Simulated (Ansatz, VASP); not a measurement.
# Cross-check of W (W wire along [110], 11 atoms a period) between VASP and Ansatz, part 2 of 2

One calculation is typed for both programs; each brings its own data sets. How far apart do they land? Of the first pair: The structure shown is the start of the Ansatz relaxation below; VASP solves that cell, so the two are compared at the walk's first step.

VASP 6.6.1 and Ansatz 0.2.0.

So far: The starting structure; Ansatz: relaxation, PBE.

## 3. VASP: single point, PBE, start cell, pair 1

Level of this step: PBE; plane waves and PAW (W) (VASP).

The same cell, functional, mesh and smearing now go to VASP, with its own data sets.

Lines of VASP's logs that name or quote its potential files are left out, and so is its time.

The input, INCAR:

```
SYSTEM = W
PREC = Accurate
ENCUT = 520
EDIFF = 1E-06
NELM = 120
ISMEAR = -1
SIGMA = 0.05
LREAL = .FALSE.
ALGO = Normal
GGA = PE
NBANDS = 44
LASPH = .TRUE.
LORBIT = 11
LWAVE = .FALSE.
LCHARG = .FALSE.
ISIF = 2
GGA_COMPAT = .FALSE.
KPAR = 2
```

The input, POSCAR:

```
W
1.0
   13.1400000000      0.0000000000      0.0000000000
    0.0000000000     11.2830000000      0.0000000000
    0.0000000000      0.0000000000      4.4830570000
W
11
Direct
    0.2587519026      0.5000025702      0.0000000000
    0.3793759513      0.6986667996      0.0000000000
    0.5000000000      0.5000025702      0.0000000000
    0.6206240487      0.6986667996      0.0000000000
    0.7412480974      0.5000025702      0.0000000000
    0.3793759513      0.5000025702      0.5000000000
    0.5000000000      0.3013383409      0.5000000000
    0.5000000000      0.6986667996      0.5000000000
    0.6206240487      0.5000025702      0.5000000000
    0.3793759513      0.3013383409      0.0000000000
    0.6206240487      0.3013383409      0.0000000000
```

The input, KPOINTS:

```
Automatic mesh
0
Gamma
1 1 18
0 0 0
```

PAW data sets: W (PBE family, release 64).

The run is started by

```sh
> mpirun -np 2 vasp_std
```

Numbers of over 12 decimals in the logs are rounded to 6 here.

Output:

```text
[banner, memory and clock lines left out]
running    2 mpi-ranks, on    1 nodes
 distrk:  each k-point on    1 cores,    2 groups
 distr:  one band on    1 cores,    1 groups

 POSCAR found type information on POSCAR W
 POSCAR found :  1 types and      11 ions
 LDA part: xc-table for (Slater+PW92), standard interpolation
 POSCAR, INCAR and KPOINTS ok, starting setup
 FFT: planning ... GRIDC
 FFT: planning ... GRID_SOFT
 FFT: planning ... GRID
 WAVECAR not read
 entering main loop
       N       E                     dE             d eps       ncg     rms          rms(c)
DAV:   1     0.290933289909E+03    0.29093E+03   -0.21843E+04   880   0.113E+03
DAV:   2    -0.698068842506E+02   -0.36074E+03   -0.33296E+03  1312   0.202E+02
DAV:   3    -0.125821025355E+03   -0.56014E+02   -0.53853E+02  1176   0.785E+01
DAV:   4    -0.130088364768E+03   -0.42673E+01   -0.41643E+01  1392   0.195E+01
DAV:   5    -0.130376039807E+03   -0.28768E+00   -0.28174E+00  1504   0.465E+00    0.477E+01
DAV:   6    -0.123556988101E+03    0.68191E+01   -0.89007E+01  1480   0.244E+01    0.249E+01
DAV:   7    -0.126022217196E+03   -0.24652E+01   -0.12664E+02  1504   0.337E+01    0.185E+01
DAV:   8    -0.117689551339E+03    0.83327E+01   -0.58196E+01  1496   0.223E+01    0.411E+00
DAV:   9    -0.117716831103E+03   -0.27280E-01   -0.36124E+00  1480   0.639E+00    0.243E+00
DAV:  10    -0.117696659274E+03    0.20172E-01   -0.48684E-01  1472   0.223E+00    0.194E+00
DAV:  11    -0.117664907852E+03    0.31751E-01   -0.13239E-01  1504   0.119E+00    0.118E+00
DAV:  12    -0.117658911929E+03    0.59959E-02   -0.75603E-02  1496   0.910E-01    0.678E-01
DAV:  13    -0.117654442988E+03    0.44689E-02   -0.28503E-02  1504   0.535E-01    0.322E-01
DAV:  14    -0.117655132538E+03   -0.68955E-03   -0.92059E-03  1480   0.289E-01    0.161E-01
DAV:  15    -0.117656634587E+03   -0.15020E-02   -0.28722E-03  1448   0.178E-01    0.843E-02
DAV:  16    -0.117658188690E+03   -0.15541E-02   -0.11585E-03  1176   0.115E-01    0.526E-02
DAV:  17    -0.117659343036E+03   -0.11543E-02   -0.87984E-04  1192   0.947E-02    0.321E-02
DAV:  18    -0.117659599767E+03   -0.25673E-03   -0.10791E-04  1408   0.383E-02    0.206E-02
DAV:  19    -0.117660176817E+03   -0.57705E-03   -0.17513E-04  1160   0.502E-02    0.139E-02
DAV:  20    -0.117660397617E+03   -0.22080E-03   -0.67803E-05  1256   0.331E-02    0.948E-03
DAV:  21    -0.117660460904E+03   -0.63287E-04   -0.15661E-05  1128   0.139E-02    0.433E-03
DAV:  22    -0.117660469835E+03   -0.89308E-05   -0.39892E-06  1000   0.617E-03    0.358E-03
DAV:  23    -0.117660472495E+03   -0.26609E-05   -0.14100E-06   768   0.435E-03    0.148E-03
DAV:  24    -0.117660472545E+03   -0.49364E-07   -0.30002E-07   712   0.202E-03
   1 F= -.11766047E+03 E0= -.11757540E+03  d E =-.170136E+00
```

From OUTCAR (step 3):

```text
ion  position               nearest neighbor table
   1  0.259  0.500  0.000-  10 2.75   6 2.75   6 2.75   2 2.75   3 3.17
   2  0.379  0.699  0.000-   8 2.75   8 2.75   1 2.75   3 2.75   4 3.17   6 3.17   6 3.17
   3  0.500  0.500  0.000-  10 2.75  11 2.75   6 2.75   9 2.75   6 2.75   9 2.75   2 2.75   4 2.75
                             1 3.17   5 3.17   7 3.17   7 3.17   8 3.17   8 3.17
   4  0.621  0.699  0.000-   8 2.75   8 2.75   3 2.75   5 2.75   2 3.17   9 3.17   9 3.17
   5  0.741  0.500  0.000-  11 2.75   9 2.75   9 2.75   4 2.75   3 3.17
   6  0.379  0.500  0.500-   7 2.75   3 2.75   1 2.75   1 2.75   3 2.75   8 2.75   9 3.17  10 3.17
                            10 3.17   2 3.17   2 3.17
   7  0.500  0.301  0.500-   6 2.75   9 2.75  10 2.75  11 2.75  10 2.75  11 2.75   3 3.17   3 3.17

  LATTYP: Found a simple orthorhombic cell.
 ALAT       =     4.4830570000
 B/A-ratio  =     2.5168094004
 C/A-ratio  =     2.9310356750

 Subroutine GETGRP returns: Found  8 space group operations
 (whereof  8 operations were pure point group operations)

The static configuration has the point symmetry D_2h.

 Found     10 irreducible k-points:

   k-points           NKPTS =     10   k-points in BZ     NKDIM =     10   number of bands    NBANDS=     44

   dimension x,y,z NGX =    98 NGY =   84 NGZ =   36
   dimension x,y,z NGXF=   196 NGYF=  168 NGZF=   72

   ENCUT  =  520.0 eV  38.22 Ry    6.18 a.u.  24.43 20.98  8.34*2*pi/ulx,y,z

   NELECT =      66.0000    total number of electrons

 k-points in reciprocal lattice and weights: Automatic mesh
   0.00000000  0.00000000  0.00000000       0.056
   0.00000000  0.00000000  0.05555556       0.111
   0.00000000  0.00000000  0.11111111       0.111
   0.00000000  0.00000000  0.16666667       0.111
   0.00000000  0.00000000  0.22222222       0.111
   0.00000000  0.00000000  0.27777778       0.111
   0.00000000  0.00000000  0.33333333       0.111
   0.00000000  0.00000000  0.38888889       0.111
   0.00000000  0.00000000  0.44444444       0.111
   0.00000000  0.00000000  0.50000000       0.056

 average (electrostatic) potential at core
       1 -46.3562       2 -46.5571       3 -46.6523       4 -46.5571       5 -46.3562
       6 -46.6765       7 -46.2591       8 -46.2617       9 -46.6765      10 -46.5546
      11 -46.5546

 E-fermi :  -0.5523

 k-point     1 :       0.0000    0.0000    0.0000
  band No.  band energies     occupation
    ...
     30      -1.3760      2.00000
     31      -1.1865      1.99999
     32      -1.0412      1.99989
     33      -0.6570      1.78041
     34      -0.5463      0.93995
     35      -0.4937      0.47237
     36      -0.4568      0.25775
     37      -0.4518      0.23631
     38      -0.1187      0.00034
     39       0.0622      0.00001
    ...

 k-point     2 :       0.0000    0.0000    0.0556
  band No.  band energies     occupation
    ...
     30      -1.3757      2.00000
     31      -1.1688      1.99999
     32      -0.9796      1.99961
     33      -0.6502      1.75242
     34      -0.5656      1.13162
     35      -0.4845      0.40936
     36      -0.4477      0.21944
     37      -0.4194      0.13090
     38      -0.1106      0.00029
     39       0.0766      0.00001
    ...

 k-point     3 :       0.0000    0.0000    0.1111
  band No.  band energies     occupation
    ...
     30      -1.3887      2.00000
     31      -1.1427      1.99999
     32      -0.8290      1.99213
     33      -0.6313      1.65825
     34      -0.5778      1.24872
     35      -0.4567      0.25737
     36      -0.4351      0.17502
     37      -0.3569      0.03931
     38      -0.0792      0.00016
     39       0.1175      0.00000
    ...

  Total      -30.6863358    -33.4045879    -34.4878363      0.0000000      0.0000000      0.0000000
  in kB      -73.9709850    -80.5234710    -83.1346967      0.0000000      0.0000000      0.0000000
  external PRESSURE =     -79.2097176 kB  Pullay stress =       0.0000000 kB

  energy-cutoff  :      520.00
  volume of cell :      664.65
      direct lattice vectors                 reciprocal lattice vectors
    13.140000000  0.000000000  0.000000000     0.076103501  0.000000000  0.000000000
     0.000000000 11.283000000  0.000000000     0.000000000  0.088628911  0.000000000
     0.000000000  0.000000000  4.483057000     0.000000000  0.000000000  0.223062076

 POSITION                                       TOTAL-FORCE (eV/Angst)
 -----------------------------------------------------------------------------------
      3.40000      5.64153      0.00000         3.943952     -0.000000      0.000000
      4.98500      7.88306      0.00000         1.359411     -2.535072     -0.000000
      6.57000      5.64153      0.00000        -0.000000     -0.000000      0.000000
      8.15500      7.88306      0.00000        -1.359411     -2.535072      0.000000
      9.74000      5.64153      0.00000        -3.943952     -0.000000     -0.000000
      4.98500      5.64153      2.24153        -0.973104     -0.000000      0.000000
      6.57000      3.40000      2.24153        -0.000000      2.046491      0.000000
      6.57000      7.88306      2.24153        -0.000000     -2.046491      0.000000
      8.15500      5.64153      2.24153         0.973104     -0.000000     -0.000000
      4.98500      3.40000      0.00000         1.359411      2.535072      0.000000
      8.15500      3.40000      0.00000        -1.359411      2.535072      0.000000
 -----------------------------------------------------------------------------------
    total drift:                               -0.000000     -0.040420      0.000000

  FREE ENERGIE OF THE ION-ELECTRON SYSTEM (eV)
  ---------------------------------------------------
  free  energy   TOTEN  =      -117.6604725448 eV

  energy  without entropy=     -117.4903364144  energy(sigma->0) =     -117.57540448

 total charge
# of ion       s       p       d       tot
------------------------------------------
    1        0.705   0.229   4.040   4.973
    2        0.652   0.325   3.944   4.921
    3        0.665   0.661   4.105   5.430
    4        0.652   0.325   3.944   4.921
    5        0.705   0.229   4.040   4.973
    6        0.654   0.553   3.979   5.187
    7        0.691   0.513   3.999   5.202
    8        0.691   0.513   3.999   5.202
    9        0.654   0.553   3.979   5.187
   10        0.652   0.325   3.944   4.921
   11        0.652   0.325   3.944   4.921
--------------------------------------------------
tot          7.372   4.551  43.916  55.840

[... 3 further parts left out ...]
```

## 4. Side by side

Known differences besides the potentials themselves: the data sets hold 154 valence electrons in Ansatz (on its PAW soft_1 files) and 66 in VASP; the cutoff is 420 eV in Ansatz and 520 eV in VASP. Total energies have different zeros and are not compared.

Forces on 7 of the 11 atoms, those with the largest forces and the largest differences (eV/Å; atoms numbered as in POSCAR):

```tsv
atom	Ansatz x, y, z	VASP x, y, z
W1	3.715, 0.000, 0.000	3.944, 0.000, 0.000
W2	1.235, -2.337, 0.000	1.359, -2.535, 0.000
W4	-1.235, -2.337, 0.000	-1.359, -2.535, 0.000
W5	-3.715, 0.000, 0.000	-3.944, 0.000, 0.000
W8	0.000, -1.857, 0.000	0.000, -2.046, 0.000
W10	1.235, 2.337, 0.000	1.359, 2.535, 0.000
W11	-1.235, 2.337, 0.000	-1.359, 2.535, 0.000
```

The forces differ by 115 meV/Å r.m.s., which is 7.6 % of the r.m.s. force of 1.502 eV/Å (both taken over all components).

## 5. Further runs

Further runs change the set-up of one program: Ansatz's method, potentials or start, or VASP's data sets, cutoff or form of LDA. The table gives that difference for each run.

```tsv
run	r.m.s. force difference (meV/Å)
as above	115
VASP with the data sets W_sv and a cutoff of 400 eV	13
```

## 6. Ansatz: relaxation, PBE

This run makes the geometry at which the two programs are then compared. The cell compared in this pair holds 647.95 Å³, against 664.65 Å³ for the pair before.

The structure compared here is the end of the Ansatz relaxation.

The input, input.yaml:

```yaml
crystal:
  lattice:
    - [13.14, 0.0, 0.0]
    - [0.0, 11.283, 0.0]
    - [0.0, 0.0, 4.4830569927]
  atoms:
    - { symbol: W, position: [0.258751903, 0.500002526, 0.0] }
    - { symbol: W, position: [0.379375951, 0.698666755, 0.0] }
    - { symbol: W, position: [0.5, 0.500002526, 0.0] }
    - { symbol: W, position: [0.620624049, 0.698666755, 0.0] }
    - { symbol: W, position: [0.741248097, 0.500002526, 0.0] }
    - { symbol: W, position: [0.379375951, 0.500002526, 0.5] }
    - { symbol: W, position: [0.5, 0.301338297, 0.5] }
    - { symbol: W, position: [0.5, 0.698666755, 0.5] }
    - { symbol: W, position: [0.620624049, 0.500002526, 0.5] }
    - { symbol: W, position: [0.379375951, 0.301338297, 0.0] }
    - { symbol: W, position: [0.620624049, 0.301338297, 0.0] }
kpoints:
  mp_grid: { grid: [1, 1, 18] }
scf:
  occupations: { method: fermi_dirac, width: 0.05 }
hamiltonian:
  xc: pbe
  pseudopotentials: { kind: paw, azcp: { folder: soft_1 } }
relax:
  cell: { fix: [a, b, alpha, beta, gamma] }
  max_steps: 45
  f_tol: 0.03
```

The run is started by

```sh
> ansatz run input.yaml --threads 4 --pin off --max-ram 16384MiB --backend cpu --events-out ev --progress --plain --runs-dir out
```

Output:

```text
[...]
Crystal: 11 atoms, lattice volume = 664.652 Å³
Basis set: ecut = 420 eV, 12993 PW (Γ), exchange–correlation on 180×160×60 points (8 copies of the dense FFT grid, shifted against one another)
Bands: 93, of which v1, the nominal top of the filled ones, is band 77 counted from 1 (76 counted from 0)
Symmetry: 8 space group operations
[...]
k-points: 10 of 18
[...]
- { symbol: W, position: [0.5, 0.500002526, 0.0] }
    - { symbol: W, position: [0.611906, 0.688504, 0.0] }
    - { symbol: W, position: [0.725520, 0.500002526, 0.0] }
    - { symbol: W, position: [0.372205, 0.500002526, 0.5] }
    - { symbol: W, position: [0.5, 0.316866, 0.5] }
    - { symbol: W, position: [0.5, 0.683139, 0.5] }
    - { symbol: W, position: [0.627795, 0.500002526, 0.5] }
    - { symbol: W, position: [0.388094, 0.311501, 0.0] }
    - { symbol: W, position: [0.611906, 0.311501, 0.0] }
[key lines of the parts left out:]
SCF converged after 7 iterations
Free energy (F): -114222.659973 eV
Fermi energy:    3.456488 eV
P = ⅓ Tr σ = -0.0743 GPa (-0.743 kbar)
```

## 7. VASP: single point, PBE, relaxed cell, pair 2

The same cell, functional, mesh and smearing now go to VASP, with its own data sets.

Changes to INCAR since step 3:

```diff
@@ -2,3 +2,3 @@
 PREC = Accurate
-ENCUT = 520
+ENCUT = 600
 EDIFF = 1E-06
```

The input, POSCAR:

```
W
1.0
   13.1400000000      0.0000000000      0.0000000000
    0.0000000000     11.2830000000      0.0000000000
    0.0000000000      0.0000000000      4.3703769190
W
11
Direct
    0.2744795698      0.5000025260      0.0000000000
    0.3880944341      0.6885037051      0.0000000000
    0.5000000000      0.5000025260      0.0000000000
    0.6119055659      0.6885037051      0.0000000000
    0.7255204302      0.5000025260      0.0000000000
    0.3722048657      0.5000025260      0.5000000000
    0.5000000000      0.3168660714      0.5000000000
    0.5000000000      0.6831389806      0.5000000000
    0.6277951343      0.5000025260      0.5000000000
    0.3880944341      0.3115013469      0.0000000000
    0.6119055659      0.3115013469      0.0000000000
```

KPOINTS is that of step 3.

The run is started by

```sh
> mpirun -np 2 vasp_std
```

Output:

```text
[... set-up lines as in an earlier step ...]
 entering main loop
       N       E                     dE             d eps       ncg     rms          rms(c)
DAV:   1     0.348724059359E+03    0.34872E+03   -0.23858E+04   880   0.127E+03
DAV:   2    -0.639288085099E+02   -0.41265E+03   -0.37601E+03  1256   0.223E+02
DAV:   3    -0.128847186548E+03   -0.64918E+02   -0.62241E+02  1172   0.893E+01
DAV:   4    -0.133312619498E+03   -0.44654E+01   -0.43732E+01  1364   0.215E+01
[...]
DAV:  21    -0.120804049196E+03   -0.14343E-04   -0.87844E-06  1224   0.119E-02    0.434E-03
DAV:  22    -0.120804053159E+03   -0.39626E-05   -0.24244E-06   728   0.645E-03    0.253E-03
DAV:  23    -0.120804053095E+03    0.63992E-07   -0.76826E-07   752   0.340E-03
   1 F= -.12080405E+03 E0= -.12075089E+03  d E =-.106318E+00
```

From OUTCAR (step 7):

```text
  Total       -3.5751649     -4.2763824     -4.4689501      0.0000000     -0.0000000      0.0000000
  in kB       -8.8403164    -10.5742182    -11.0503807      0.0000000     -0.0000000      0.0000000
  external PRESSURE =     -10.1549718 kB  Pullay stress =       0.0000000 kB

 POSITION                                       TOTAL-FORCE (eV/Angst)
 -----------------------------------------------------------------------------------
      3.60666      5.64153      0.00000         0.425011      0.000000      0.000000
      5.09956      7.76839      0.00000         0.167522     -0.309930     -0.000000
      6.57000      5.64153      0.00000         0.000000      0.000000      0.000000
      8.04044      7.76839      0.00000        -0.167522     -0.309930     -0.000000
      9.53334      5.64153      0.00000        -0.425011      0.000000     -0.000000
      4.89077      5.64153      2.18519         0.006841      0.000000      0.000000
      6.57000      3.57520      2.18519         0.000000      0.190147     -0.000000
      6.57000      7.70786      2.18519         0.000000     -0.190147      0.000000
      8.24923      5.64153      2.18519        -0.006841      0.000000      0.000000
      5.09956      3.51467      0.00000         0.167522      0.309930      0.000000
      8.04044      3.51467      0.00000        -0.167522      0.309930      0.000000
 -----------------------------------------------------------------------------------
    total drift:                                0.000000     -0.043722      0.000000

  FREE ENERGIE OF THE ION-ELECTRON SYSTEM (eV)
  ---------------------------------------------------
  free  energy   TOTEN  =      -120.8040530950 eV

  energy  without entropy=     -120.6977354682  energy(sigma->0) =     -120.75089428

[... 1 part as in an earlier step ...]

[... 2 further parts left out ...]
[key lines of the parts left out:]
E-fermi :  -0.4913
```

## 8. Comparison

What differs besides the data sets and the points named for the pairs above, as far as they apply: the data sets hold 154 valence electrons in Ansatz (on its PAW soft_1 files) and 66 in VASP; the cutoff is 420 eV in Ansatz and 600 eV in VASP; Ansatz's pressure holds a Pulay correction, VASP's none. Total energies have different zeros and are not compared.

Both answers:

```tsv
quantity	Ansatz	VASP	difference
pressure (GPa)	-0.07	-1.02	+0.94
```

Forces on 7 of the 11 atoms, those with the largest forces and the largest differences (eV/Å; atoms numbered as in POSCAR):

```tsv
atom	Ansatz x, y, z	VASP x, y, z
W1	-0.004, 0.000, 0.000	0.425, 0.000, 0.000
W2	-0.005, 0.005, 0.000	0.168, -0.310, 0.000
W4	0.005, 0.005, 0.000	-0.168, -0.310, 0.000
W5	0.004, 0.000, 0.000	-0.425, 0.000, 0.000
W8	0.000, -0.006, 0.000	0.000, -0.190, 0.000
W10	-0.005, -0.005, 0.000	0.168, 0.310, 0.000
W11	0.005, -0.005, 0.000	-0.168, 0.310, 0.000
```

The forces differ by 170 meV/Å r.m.s., where the r.m.s. force is 0.003 eV/Å in Ansatz and 0.168 eV/Å in VASP: the atoms lie near their places of rest in Ansatz, so a percentage would say little (all taken over all components).

## 9. Results

```yaml
r_m_s_force_difference_single_point_pbe_start_cell_pair_1: 7.6 % of the r.m.s. force
r_m_s_force_difference_single_point_pbe_relaxed_cell_pair_2: 170 meV/Å
difference_in_pressure_single_point_pbe_relaxed_cell_pair_2: 0.94 GPa
```

**Reading.** The r.m.s. force difference is 170 meV/Å (single point, PBE, relaxed cell, pair 2), beyond the 12 meV/Å picked in this series as the mark of a large difference. The data sets hold unlike numbers of valence electrons (154 in Ansatz and 66 in VASP), so part of the differences comes from the potentials. Single point, PBE, start cell, pair 1, VASP with the data sets W_sv and a cutoff of 400 eV: r.m.s. force difference goes from 115 to 13 meV/Å. What causes the difference of the single point, PBE, relaxed cell, pair 2 pair stays open here. Such differences can come from data sets, numerical settings and the points named under the comparisons, not from the functional's error against experiment.

[Lines on the potential files, build, host, timing and source positions are cut from VASP's logs without a mark.]

[Logs are printed without paths, hosts, clocks, repeated set-up lines and the standing remarks that a program may print on its own settings, such as how far it seeks lower states.]

[Hosts, paths, dates, database ids (printed as entryN), source tags and the programs' standing remarks are cut or masked in the printed files.]
